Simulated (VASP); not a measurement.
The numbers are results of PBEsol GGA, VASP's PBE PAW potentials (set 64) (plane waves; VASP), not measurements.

The input files of a VASP run:

### INCAR
```
! general
SYSTEM  = Tl
PREC    = Accurate
ENCUT   = 400
LREAL   = F
LASPH   = T

! electronic loop
EDIFF   = 1E-7
NELM    = 100
ALGO    = Normal
LMAXMIX = 4

! smearing
ISMEAR  = -5

! functional
GGA     = PS

! ions
ISIF    = 2

! output
LWAVE   = F
LCHARG  = T
LORBIT  = 11
NEDOS   = 601
```

**POSCAR**
```
Tl
1.0
  1.7179779367  -2.9756251733   0.0000000000
  1.7179779367   2.9756251733   0.0000000000
  0.0000000000   0.0000000000   5.5623181312
Tl
2
Cartesian
  1.7179779367   0.9918770415   1.3905795328
  1.7179779367  -0.9918770415   4.1717385984
```

KPOINTS:
```
Automatic mesh
0
Gamma
14 14 8
0 0 0
```

POTCAR, in this order: Tl_d (PBE.64 set). Program: vasp_std.

Output

File OSZICAR:
```
       N       E                     dE             d eps       ncg     rms          rms(c)
DAV:   1     0.108358596080E+03    0.10836E+03   -0.12709E+04  4176   0.118E+03
DAV:   2    -0.362500005787E+01   -0.11198E+03   -0.11079E+03  4323   0.261E+02
DAV:   3    -0.532688359312E+01   -0.17019E+01   -0.16965E+01  4874   0.295E+01
DAV:   4    -0.533638247072E+01   -0.94989E-02   -0.94863E-02  4525   0.230E+00
DAV:   5    -0.533649502104E+01   -0.11255E-03   -0.11251E-03  4777   0.249E-01    0.308E+00
DAV:   6    -0.527228968767E+01    0.64205E-01   -0.12594E-01  4293   0.303E+00    0.216E+00
DAV:   7    -0.526110403720E+01    0.11186E-01   -0.47346E-02  4295   0.184E+00    0.843E-01
DAV:   8    -0.526025977590E+01    0.84426E-03   -0.27683E-03  4304   0.442E-01    0.483E-02
DAV:   9    -0.526026015729E+01   -0.38139E-06   -0.13774E-05  4957   0.356E-02    0.101E-02
DAV:  10    -0.526026227344E+01   -0.21162E-05   -0.27124E-06  4355   0.160E-02    0.108E-03
DAV:  11    -0.526026257414E+01   -0.30069E-06   -0.22152E-07  2844   0.384E-03    0.393E-04
DAV:  12    -0.526026264675E+01   -0.72611E-07   -0.18138E-08  2231   0.124E-03
   1 F= -.52602626E+01 E0= -.52602626E+01  d E =0.000000E+00
```

**OUTCAR**
```
------------------------ aborting loop because EDIFF is reached ----------------------------------------
  FORCE on cell =-STRESS in cart. coord.  units (eV):
  Direction    XX          YY          ZZ          XY          YZ          ZX
  --------------------------------------------------------------------------------------
  Total        0.1279730      0.1279730     -0.1173921      0.0000000     -0.0000000      0.0000000
  in kB        3.6053501      3.6053504     -3.3072569      0.0000000     -0.0000000      0.0000000
  external PRESSURE =       1.3011479 kB  Pullay stress =       0.0000000 kB
  volume of cell :       56.87
      direct lattice vectors                 reciprocal lattice vectors
     1.717977937 -2.975625173  0.000000000     0.291039826 -0.168031916  0.000000000
     1.717977937  2.975625173  0.000000000     0.291039826  0.168031916  0.000000000
     0.000000000  0.000000000  5.562318131     0.000000000  0.000000000  0.179781159
 POSITION                                       TOTAL-FORCE (eV/Angst)
 -----------------------------------------------------------------------------------
      1.71798      0.99188      1.39058         0.000000     -0.000000      0.000000
      1.71798     -0.99188      4.17174        -0.000000      0.000000      0.000000
 -----------------------------------------------------------------------------------
    total drift:                                0.000000      0.000452      0.000008
  FREE ENERGIE OF THE ION-ELECTRON SYSTEM (eV)
  ---------------------------------------------------
  free  energy   TOTEN  =        -5.2602626467 eV

  energy  without entropy=       -5.2602626467  energy(sigma->0) =       -5.26026265

 total charge

# of ion       s       p       d       tot
------------------------------------------
    1        1.176   0.393   9.636  11.205
    2        1.176   0.393   9.636  11.205
--------------------------------------------------
tot          2.352   0.785  19.272  22.409
```
(Selected blocks of OUTCAR.)

OUTCAR:
```
 val. band max:        6.5709446426   @ k =   0.2143   0.2143   0.3750

 cond. band min:       6.2958186274   @ k =   0.3571   0.0000   0.0000


 Fermi energy:         6.4815531438

 k-point     1 :       0.0000    0.0000    0.0000
  band No.  band energies     occupation
      1      -5.3180      2.00000
      2      -5.0895      2.00000
      3      -5.0587      2.00000
      4      -5.0587      2.00000
      5      -5.0064      2.00000
      6      -5.0064      2.00000
      7      -4.9205      2.00000
      8      -4.9205      2.00000
      9      -4.5928      2.00000
     10      -4.5928      2.00000
     11      -3.6625      2.00000
     12       1.2068      2.00000
     13       3.5089      2.00000
     14      14.6033      0.00000
     15      14.6033      0.00000
     16      16.6635      0.00000
     17      16.7050      0.00000

 k-point     2 :       0.0714    0.0000    0.0000
  band No.  band energies     occupation
      1      -5.2986      2.00000
      2      -5.1081      2.00000
      3      -5.0358      2.00000
      4      -5.0353      2.00000
      5      -5.0084      2.00000
      6      -4.9848      2.00000
      7      -4.9340      2.00000
      8      -4.9308      2.00000
      9      -4.6156      2.00000
     10      -4.5889      2.00000
     11      -3.5646      2.00000
     12       1.2689      2.00000
     13       3.6372      2.00000
     14      13.4135      0.00000
     15      14.1195      0.00000
     16      15.6883      0.00000
     17      16.9795      0.00000

 k-point     3 :       0.1429    0.0000    0.0000
  band No.  band energies     occupation
      1      -5.2664      2.00000
      2      -5.1239      2.00000
      3      -5.0282      2.00000
      4      -4.9748      2.00000
      5      -4.9745      2.00000
      6      -4.9708      2.00000
      7      -4.9582      2.00000
      8      -4.9238      2.00000
      9      -4.6737      2.00000
     10      -4.5790      2.00000
     11      -3.2650      2.00000
...
```

For a metal the tetrahedron method with Blöchl corrections gives inexact stress and forces. Unless said otherwise, spin-orbit coupling is left out, though it shifts the bands of the heavy elements here.

The compound is Tl in the hcp structure. It was relaxed first.
